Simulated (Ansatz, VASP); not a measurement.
# Te2Pt: VASP beside Ansatz

One calculation is typed for both programs; each brings its own data sets. How far apart do they land? Of the first pair: The structure shown is the start of the Ansatz relaxation below; VASP solves that cell, so the two are compared at the walk's first step.

Calculated with Ansatz 0.2.0; plane waves, with VASP 6.6.1 beside it; single point at PBE.

### 1. The starting structure

The cell holds 3 atoms: 1 Pt and 2 Te. Its edges and angles: a = 4.139 Å, b = 4.139 Å, c = 30.527 Å, α = 90.0°, β = 90.0°, γ = 120.0°. Vacuum lies along c. The height across the vacuum is the one that the program set for its solve, not the one typed.

Structure file:

```cif
data_structure
_symmetry_space_group_name_H-M 'P 1'
_symmetry_Int_Tables_number 1
_cell_length_a 4.1385
_cell_length_b 4.1385
_cell_length_c 30.5266
_cell_angle_alpha 90.000
_cell_angle_beta 90.000
_cell_angle_gamma 120.000
_cell_volume 452.80
loop_
_atom_site_label
_atom_site_type_symbol
_atom_site_fract_x
_atom_site_fract_y
_atom_site_fract_z
_atom_site_occupancy
Pt1 Pt 0.00000 0.00000 0.29482 1
Te2 Te 0.33333 0.66667 0.34991 1
Te3 Te 0.66667 0.33333 0.23974 1
```

### 2. Ansatz: relaxation, PBE

Ansatz runs on its default PAW (the set named soft_2) files.

The two programs are compared at the cell with which this relaxation starts, whose forces are those of its first step.

Input file input.yaml:

```yaml
crystal:
  lattice:
    - [4.13854172, 0.0, 0.0]
    - [-2.06927086, 3.5840822641, 0.0]
    - [0.0, 0.0, 18.0]
  atoms:
    - { symbol: Pt, position: [0.0, 0.0, 0.5] }
    - { symbol: Te, position: [0.3333333333, 0.6666666667, 0.5934248268] }
    - { symbol: Te, position: [0.6666666667, 0.3333333333, 0.4065751732] }
  periodic: [true, true, false]
kpoints:
  mp_grid: { grid: [6, 6, 1] }
hamiltonian:
  xc: pbe
scf:
  occupations: { method: fermi_dirac, width: 0.02 }
relax:
  f_tol: 0.01
  max_steps: 80
  cell: {}
output:
  write_density: true
  write_potential: true
  elf: true
  volumetric_format: npy
```

Command:

```bash
$ ansatz run input.yaml --threads 12 --pin off --max-ram 22118MiB --backend cpu --events-out ev --progress --plain --runs-dir out
```

Numbers of over 12 decimals in the logs are rounded to 6 here.

The program printed:

```text
Warning: crystal.periodic: the lattice vector that does not repeat stood 0.000° off the slab's normal, 18.000 Å along it as the deck builds it. The run solves the slab on a vector along the normal, 30.527 Å long, with every atom where it was (on the deck's vector they left 14.64 Å outside them, and the widest stretch free of ions among them is 1.68 Å). A fractional position that the run reports is one of the run's ce [...]
crystal.periodic: the lattice vector that does not repeat stood 0.000° off the slab's normal, 18.000 Å along it as the deck builds it. The run solves the slab on a vector along the normal, 30.527 Å long, with every atom where it was (on the deck's vector they left 14.64 Å outside them, and the widest stretch free of ions among them is 1.68 Å). A fractional position that the run reports is one of the run's cell, which [...]
Engine: ansatz 0.2.0, aarch64-unknown-linux-gnu
Pseudopotentials: kind: paw
Pseudopotential: Pt, paw, valence charge 18, recommended cutoff 420 eV (normal), Pt.paw.azcp
Pseudopotential: Te, paw, valence charge 16, recommended cutoff 420 eV (normal), Te.paw.azcp
Functional definition: PBE
  parameter kappa = 0.804
  parameter beta = 0.066725
  exchange = pbe_x(kappa = kappa, mu = beta*pi^2/3)
  correlation = pbe_c(beta = beta)
Crystal: 3 atoms, lattice volume = 452.797 Å³
Basis set: ecut = 420 eV, 8683 PW (Γ), exchange–correlation on 60×60×432 points (8 copies of the dense FFT grid, shifted against one another)
Bands: 30, of which v1, the nominal top of the filled ones, is band 25 counted from 1 (24 counted from 0)
Symmetry: 12 space group operations
Space group: P-3m1 (ITA 164), of the structure as read, at distance tolerance 7.7e-5 Å
k-points: 7 of 36
Non-local potential: Pt, projectors of the file, l = 0: 3, l = 1: 2, l = 2: 2, l = 3: 1
Non-local potential: Te, projectors of the file, l = 0: 2, l = 1: 2, l = 2: 2, l = 3: 2
PAW form: soft (Blöchl's): semilocal exchange-correlation on the pseudo side does not see the compensation charge
PAW one-centre angular grid: Pt, 590 points (default); XC on 64 Gauss nodes
PAW one-centre angular grid: Te, 590 points (default); XC on 64 Gauss nodes
Initial density: superposition of atomic densities (neutral atoms: chi_scale 0, normalization atom), corrected by the library's trained network
Initial wavefunctions: pseudopotential atomic-orbital guess
Functional: x = pbe(κ = 0.804, μ = 0.219515), c = pbe(β = 0.066725)
SCF iter   1: F=—  HF=-26483.002238 eV  |F-HF|=—  |Δ(HF+E_count)|=         —  Δρ=2.41e-3  dr2=3.69e-2  ethr=1.77e-3  ⟨swp⟩=14.0  Hψ=1333  notcnv=0
preconditioner: auto → Resta (q_TF=auto, 1.890 Å⁻¹)  ε∞=2.3  [insulator: Δε(μ)=0.438 eV  Ē_g=7.108 eV  σ=0.020 eV  W_gap=1.00  n_scr=60 (ndim 8)  ℏωp=8.2 eV  f_vac=0.759  D(μ)=0.00/eV (n_scr^D=0)  ε∞_Penn≈2.3  vacuum switching on, ρ_ref=3.7e-3 e/Å³]
[...]
SCF iter   1: F=—  HF=-26484.010045 eV  |F-HF|=—  |Δ(HF+E_count)|=         —  Δρ=2.41e-4  dr2=3.66e-4  ethr=6.70e-7  ⟨swp⟩=4.1  Hψ=1382  notcnv=0
preconditioner: auto → Resta (q_TF=auto, 1.906 Å⁻¹)  ε∞=2.0  [insulator: Δε(μ)=1.003 eV  Ē_g=8.228 eV  σ=0.020 eV  W_gap=1.00  n_scr=60 (ndim 8)  ℏωp=8.4 eV  f_vac=0.776  D(μ)=0.00/eV (n_scr^D=0)  ε∞_Penn≈2.0  vacuum switching on, ρ_ref=4.9e-3 e/Å³]
SCF iter   2: F=—  HF=-26484.010049 eV  |F-HF|=—  |Δ(HF+E_count)|=   3.56e-6  Δρ=2.06e-4  dr2=3.05e-4  ethr=6.70e-7  ⟨swp⟩=3.6  Hψ=436  notcnv=0
SCF iter   3: F=—  HF=-26484.010004 eV  |F-HF|=—  |Δ(HF+E_count)|=   4.46e-5  Δρ=8.49e-5  dr2=1.98e-5  ethr=6.09e-7  ⟨swp⟩=2.3  Hψ=281  notcnv=0
SCF iter   4: F=—  HF=-26484.010111 eV  |F-HF|=—  |Δ(HF+E_count)|=   1.07e-4  Δρ=1.27e-5  dr2=6.87e-7  ethr=3.97e-8  ⟨swp⟩=3.3  Hψ=360  notcnv=0
SCF iter   5: F=-26484.010111 eV  HF=-26484.010111 eV  |F-HF|=4.05e-8  |Δ(HF+E_count)|=   2.90e-7  Δρ=3.83e-6  dr2=4.54e-8  ethr=6.00e-10  ⟨swp⟩=14.7  Hψ=1952  notcnv=0
SCF 5 converged in 5 iterations: F = -26484.010111 eV  dr2 = 4.54e-8
relax step   5: F+E_penalty+E_count = -26484.01011093 eV  Δ(F+E_penalty+E_count) = -3.233e-3 eV  max|allowed force component| = 1.130e-2 eV/Å  Δτ_max = 0.0063 Å  P = -0.120 N/m  Ω = 429.523 Å³  energy of the carried Pulay correction = +8.691e-4 eV  fix = [c, alpha, beta]  reactions: c -0.000 N/m  (5 SCF iters, dr2 threshold 3.00e-7 eV, accepted)
[...]
relax step   6: F+E_penalty+E_count = -26484.01024649 eV  Δ(F+E_penalty+E_count) = -1.356e-4 eV  max|allowed force component| = 3.125e-3 eV/Å  Δτ_max = 0.0007 Å  P = -0.004 N/m  Ω = 428.667 Å³  energy of the carried Pulay correction = +9.020e-4 eV  fix = [c, alpha, beta]  reactions: c -0.000 N/m  (5 SCF iters, dr2 threshold 2.00e-8 eV, accepted)
[...]
relax step   7: F+E_penalty+E_count = -26484.00918390 eV  Δ(F+E_penalty+E_count) = +1.063e-3 eV  max|allowed force component| = 3.267e-3 eV/Å  Δτ_max = 0.0000 Å  P = -0.000 N/m  Ω = 428.667 Å³  fix = [c, alpha, beta]  reactions: c -0.000 N/m  stress off target by 1.30e-4 N/m on what of the cell is left free  SCF on the basis re-selected at this cell (its energy is not comparable with the rows above)  (7 SCF iters)
basis re-selected at this cell: Δ(F+E_penalty+E_count) = +1.063e-3 eV, ΔP = +0.004 N/m vs the last step (what re-selecting the basis moved, of the pressure what is left beyond the Pulay correction that the steps carried, after the strain that the cell walked since its last selection, with what the two solves' SCF thresholds leave and, on support functions, any second-order correction that the steps lacked; it is no measure of the basis error at this ecutwfc). The dense FFT grid was sized anew with the basis: this SCF ran on 27×27×216 points, the steps before it on 30×30×216, so part of this shift can come from that change (see relax.cell in the input reference). [rest of the remark cut]
SCF converged after 7 iterations
Free energy (F): -26484.009184 eV
Harris-Foulkes:  -26484.009184 eV  (|F-HF|=4.37e-11)
Internal energy: -26484.009184 eV  (E = F + TS)
E sigma→0 (E₀):  -26484.009184 eV
Fermi energy:    -4.310063 eV
--- Per-component energies (eV) ---
  E_band       = -1594.184574
  E_kinetic    = 998.423642
  E_local      = -104904.034154  (includes V_loc(G=0)·N_el)
  E_nonlocal   = -421.773928
  E_hartree    = 52146.718655
  E_xc         = -510.147373
  E_vxc        = -510.761820  (∫ρ·V_xc dr)
  E_paw        = -18779.166962  (= ΣΔE_a)
  E_vpaw       = -1049.475838  (= ΣTr[D̂ρ^β])
  E_aug_tail   = -0.000136  (compensation charges beyond the density's cutoff)
  E_ewald      = 44985.971072
  E_smearing   = -0.000000  (= −TS)
  E_closure    = 0.000000  (closes the sum)
  Σ components = -26484.009184   (vs F -26484.009184, Δ=0.00e0)
--- Forces (eV/Å), atoms counted from 1 ---
  atom   1  Pt     0.00000000     0.00000000     0.00000000
  atom   2  Te     0.00000000     0.00000000     0.00326705
  atom   3  Te    -0.00000000    -0.00000000    -0.00326705
  max |Σ_I F_I| component: 1.45e-19 eV/Å
--- 2D stress c σ (N/m, compression-positive) ---
       -0.000130      -0.000000       0.000000
       -0.000000      -0.000130       0.000000
        0.000000       0.000000       0.000000
  P = ½ c Tr σ = -0.0001 N/m
--- Band table (eV; the first three rows and the last of 7) ---
  k-point 0: bands = [... 21 lower, -6.6658, -5.4093, -4.7973, -4.7973, -2.4655, -2.4655, -0.9813 (-0.9815°), -0.7039, ... 1 higher]
  k-point 1: bands = [... 21 lower, -7.1721, -5.5232, -5.0937, -5.0359, -3.7994, -2.7484, -0.3432, -0.1992, ... 1 higher]
  k-point 2: bands = [... 21 lower, -7.5765, -6.7061, -6.0556, -5.7020, -3.5852, -2.7870, -1.3630, 0.4383, ... 1 higher]
  k-point 6: bands = [... 21 lower, -7.8359, -7.2208, -6.4312, -6.4312, -3.6990, -3.6990, -0.3645, 1.8021, ... 1 higher]
  ° read free of the cell's end (the report's vacuum.weakly_bound_levels)
--- Relaxed structure (6 steps of the walk, 6 accepted, 1 SCFs on fresh bases) ---
  F+E_penalty+E_count = -26484.00918390 eV   max|allowed force component| = 3.267e-3 eV/Å   (the final SCF, on the basis selected at the relaxed cell)
  cell:  # Å, volume = 428.6668 Å³
    - [4.026757, 0.0, 0.0]
    - [-2.013379, 3.487274, 0.0]
    - [0.0, 0.0, 30.5265875296]
  atoms:
    - { symbol: Pt, position: [0, 0, 0.294825] }
    - { symbol: Te, position: [0.333333, 0.666667, 0.340262] }
    - { symbol: Te, position: [0.666667, 0.333333, 0.249387] }
```

The column dr2 measures how far the density is from self-consistency, as an energy; F and HF (Harris–Foulkes) agree once it is small.

### 3. VASP: single point, PBE, start cell, pair 1

The same cell, functional, mesh and smearing now go to VASP, with its own data sets.

Lines of VASP's logs that name or quote its potential files are left out, and so is its time.

Input file INCAR:

```
SYSTEM = Te2Pt
PREC = Accurate
ENCUT = 400
EDIFF = 1E-06
NELM = 120
ISMEAR = -1
SIGMA = 0.02
LREAL = .FALSE.
ALGO = Normal
GGA = PE
NBANDS = 17
LASPH = .TRUE.
LORBIT = 11
LWAVE = .FALSE.
LCHARG = .FALSE.
ISIF = 2
LDIPOL = .TRUE.
IDIPOL = 3
DIPOL = 0.5 0.5 0.295
LVHAR = .TRUE.
GGA_COMPAT = .FALSE.
EFERMI = MIDGAP
NELMDL = -8
```

Input file POSCAR:

```
Te2Pt
1.0
    4.1385420000      0.0000000000      0.0000000000
   -2.0692710000      3.5840820000      0.0000000000
    0.0000000000      0.0000000000     30.5265880000
Pt Te
1 2
Direct
    0.0000000000      0.0000000000      0.2948249572
    0.3333333333      0.6666666667      0.3499129022
    0.6666666667      0.3333333333      0.2397370122
```

Input file KPOINTS:

```
Automatic mesh
0
Gamma
6 6 1
0 0 0
```

Potentials, in the order of the species: Pt and Te (PBE family, release 64).

Command:

```bash
$ mpirun -np 1 vasp_std
```

The program printed:

```text
[banner, memory and clock lines left out]
running    1 mpi-ranks, on    1 nodes
 distrk:  each k-point on    1 cores,    1 groups
 distr:  one band on    1 cores,    1 groups

 POSCAR found type information on POSCAR PtTe
 POSCAR found :  2 types and       3 ions
 LDA part: xc-table for (Slater+PW92), standard interpolation
 POSCAR, INCAR and KPOINTS ok, starting setup
 FFT: planning ... GRIDC
 FFT: planning ... GRID_SOFT
 FFT: planning ... GRID
 WAVECAR not read
 entering main loop
       N       E                     dE             d eps       ncg     rms          rms(c)
DAV:   1     0.145353699683E+03    0.14535E+03   -0.54349E+03   238   0.708E+02
DAV:   2     0.725329050788E+01   -0.13810E+03   -0.13092E+03   401   0.129E+02
DAV:   3    -0.125395318704E+02   -0.19793E+02   -0.19553E+02   285   0.600E+01
DAV:   4    -0.129370145568E+02   -0.39748E+00   -0.39627E+00   315   0.105E+01
DAV:   5    -0.129444888101E+02   -0.74743E-02   -0.74740E-02   362   0.154E+00
DAV:   6    -0.129445636839E+02   -0.74874E-04   -0.74874E-04   345   0.117E-01
DAV:   7    -0.129445657252E+02   -0.20413E-05   -0.20408E-05   370   0.196E-02
DAV:   8    -0.129445657520E+02   -0.26797E-07   -0.26785E-07   281   0.199E-03    0.800E+00
DAV:   9    -0.127088721633E+02    0.23569E+00   -0.27957E+00   242   0.140E+01    0.528E+00
DAV:  10    -0.124958408412E+02    0.21303E+00   -0.97113E-01   253   0.895E+00    0.250E+00
DAV:  11    -0.124563261765E+02    0.39515E-01   -0.11580E-01   312   0.253E+00    0.746E-01
DAV:  12    -0.124519649060E+02    0.43613E-02   -0.26494E-02   291   0.129E+00    0.360E-01
DAV:  13    -0.124515853321E+02    0.37957E-03   -0.35400E-03   301   0.330E-01    0.938E-02
DAV:  14    -0.124515125408E+02    0.72791E-04   -0.14977E-04   313   0.883E-02    0.861E-02
DAV:  15    -0.124515174865E+02   -0.49456E-05   -0.44162E-05   292   0.390E-02    0.294E-02
DAV:  16    -0.124515292782E+02   -0.11792E-04   -0.57081E-05   303   0.337E-02    0.128E-02
DAV:  17    -0.124516287126E+02   -0.99434E-04   -0.22908E-05   250   0.243E-02    0.104E-02
DAV:  18    -0.124517104324E+02   -0.81720E-04   -0.19457E-05   276   0.199E-02    0.585E-03
DAV:  19    -0.124517566809E+02   -0.46249E-04   -0.55216E-06   262   0.747E-03    0.274E-03
DAV:  20    -0.124517772084E+02   -0.20527E-04   -0.73128E-07   238   0.488E-03    0.152E-03
DAV:  21    -0.124517984331E+02   -0.21225E-04   -0.76880E-07   218   0.216E-03    0.236E-03
DAV:  22    -0.124517993000E+02   -0.86687E-06   -0.95460E-08   249   0.149E-03
   1 F= -.12451799E+02 E0= -.12451796E+02  d E =-.655479E-05
```

OUTCAR, selected parts (step 3):

```text
ion  position               nearest neighbor table
   1  0.000  0.000  0.295-   3 2.92   2 2.92   3 2.92   2 2.92   3 2.92   2 2.92
   2  0.333  0.667  0.350-   1 2.92   1 2.92   1 2.92
   3  0.667  0.333  0.240-   1 2.92   1 2.92   1 2.92

  LATTYP: Found a hexagonal cell.
 ALAT       =     4.1385420000
 C/A-ratio  =     7.3761696752

 Subroutine GETGRP returns: Found 12 space group operations
 (whereof  6 operations were pure point group operations)

The static configuration has the point symmetry C_3v.
 The point group associated with its full space group is D_3d.

 Found      7 irreducible k-points:

   k-points           NKPTS =      7   k-points in BZ     NKDIM =      7   number of bands    NBANDS=     17

   dimension x,y,z NGX =    28 NGY =   28 NGZ =  200
   dimension x,y,z NGXF=    56 NGYF=   56 NGZF=  400

   ENCUT  =  400.0 eV  29.40 Ry    5.42 a.u.   6.75  6.75 49.78*2*pi/ulx,y,z

   NELECT =      22.0000    total number of electrons

 k-points in reciprocal lattice and weights: Automatic mesh
   0.00000000  0.00000000  0.00000000       0.028
   0.16666667  0.00000000  0.00000000       0.167
   0.33333333  0.00000000  0.00000000       0.167
   0.50000000  0.00000000  0.00000000       0.083
   0.16666667  0.16666667  0.00000000       0.167
   0.33333333  0.16666667  0.00000000       0.333
   0.33333333  0.33333333  0.00000000       0.056

 dipolmoment           0.000000      0.000000     -0.000001 electrons x Angstroem

 average (electrostatic) potential at core
       1 -76.5655       2 -97.1881       3 -97.1881

 E-fermi :  -2.3643

 k-point     1 :       0.0000    0.0000    0.0000
  band No.  band energies     occupation
    ...
      7      -5.1193      2.00000
      8      -4.6474      2.00000
      9      -3.6552      2.00000
     10      -2.5424      1.99973
     11      -2.5424      1.99973
     12      -1.0629      0.00000
     13      -1.0629      0.00000
     14       0.5130      0.00000
     15       1.6487      0.00000
     16       1.9406      0.00000
    ...

 k-point     2 :       0.1667    0.0000    0.0000
  band No.  band energies     occupation
    ...
      7      -5.1663      2.00000
      8      -4.8907      2.00000
      9      -3.4167      2.00000
     10      -3.2311      2.00000
     11      -2.7285      2.00000
     12      -2.0775      0.00000
     13      -1.2735      0.00000
     14       1.1810      0.00000
     15       1.8719      0.00000
     16       2.0371      0.00000
    ...

 k-point     3 :       0.3333    0.0000    0.0000
  band No.  band energies     occupation
    ...
      7      -5.0292      2.00000
      8      -5.0177      2.00000
      9      -4.3387      2.00000
     10      -3.7369      2.00000
     11      -3.3641      2.00000
     12      -1.9780      0.00000
     13      -1.3977      0.00000
     14       0.3409      0.00000
     15       2.2398      0.00000
     16       2.7327      0.00000
    ...

  Total       -6.0695822     -6.0695805     -8.1104978     -0.0000000      0.0000000     -0.0000000
  in kB      -21.4766139    -21.4766079    -28.6981911     -0.0000000      0.0000000     -0.0000000
  external PRESSURE =     -23.8838043 kB  Pullay stress =       0.0000000 kB

  energy-cutoff  :      400.00
  volume of cell :      452.80
      direct lattice vectors                 reciprocal lattice vectors
     4.138542000  0.000000000  0.000000000     0.241630990  0.139505737  0.000000000
    -2.069271000  3.584082000  0.000000000     0.000000000  0.279011474  0.000000000
     0.000000000  0.000000000 30.526588000     0.000000000  0.000000000  0.032758329

 POSITION                                       TOTAL-FORCE (eV/Angst)
 -----------------------------------------------------------------------------------
      0.00000      0.00000      9.00000        -0.000000      0.000000      0.000000
     -0.00000      2.38939     10.68165         0.000000      0.000000     -2.405710
      2.06927      1.19469      7.31835         0.000000     -0.000000      2.405710
 -----------------------------------------------------------------------------------
    total drift:                               -0.000000      0.000000     -0.000009

  FREE ENERGIE OF THE ION-ELECTRON SYSTEM (eV)
  ---------------------------------------------------
  free  energy   TOTEN  =       -12.4517993000 eV

  energy  without entropy=      -12.4517927452  energy(sigma->0) =      -12.45179602

 vacuum level on the upper side and lower side of the slab         2.046         2.046

 total charge
# of ion       s       p       d       tot
------------------------------------------
    1        0.567   0.400   7.929   8.896
    2        1.394   1.813   0.025   3.232
    3        1.394   1.813   0.025   3.232
--------------------------------------------------
tot          3.355   4.026   7.980  15.360

[... 3 further parts left out ...]
```

(Part 1 of 2 ends here.)

[Lines on the potential files, build, host, timing and source positions are cut from VASP's logs without a mark.]

[Logs are printed without paths, hosts, clocks, repeated set-up lines and the standing remarks that a program may print on its own settings, such as how far it seeks lower states.]

[Hosts, paths, dates, database ids (printed as entryN), source tags and the programs' standing remarks are cut or masked in the printed files.]
